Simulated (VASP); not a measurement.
Consider the following.

```
Al
1.0
    0.00000     2.01946     2.01946
    2.01946     0.00000     2.01946
    2.01946     2.01946     0.00000
Al
1
Direct
  0.00000   0.00000   0.00000
```

The numbers are results of LDA (Ceperley-Alder, Perdew-Zunger), VASP's LDA PAW potentials (set 64) (plane waves; VASP 6.6.1), not measurements. Run with 300 eV cut-off, 14×14×14 Γ-centred mesh, first-order Methfessel-Paxton smearing of 0.10 eV, potentials Al.

Energy and stress use the plane-wave basis of the starting cell.

The ions, cell shape and volume are relaxed. Give the cell that the relaxation ends in.

```
Al
1.0
    0.00000     1.98972     1.98972
    1.98972     0.00000     1.98972
    1.98972     1.98972     0.00000
Al
1
Direct
  0.00000   0.00000   0.00000
```
Space group Fm-3m (225), at a tolerance of 0.03 Å.

How do energy and volume change from the first to the last step?

The energy (σ→0) changes by -8.0 meV/atom and the volume by -4.4 %, in 3 ionic steps.

The structure comes from a computed database's Al entry; how it stands against other phases isn't given here. This run relaxes it. Symmetry was kept, so distortions that lower it aren't found. The run is one of a series of settings (EDIFFG = -0.01, GGA removed, IBRION = 2, ISIF = 3, NSW = 50, POTCAR Al (LDA.64 set) against the base run), some of them coarse on purpose.
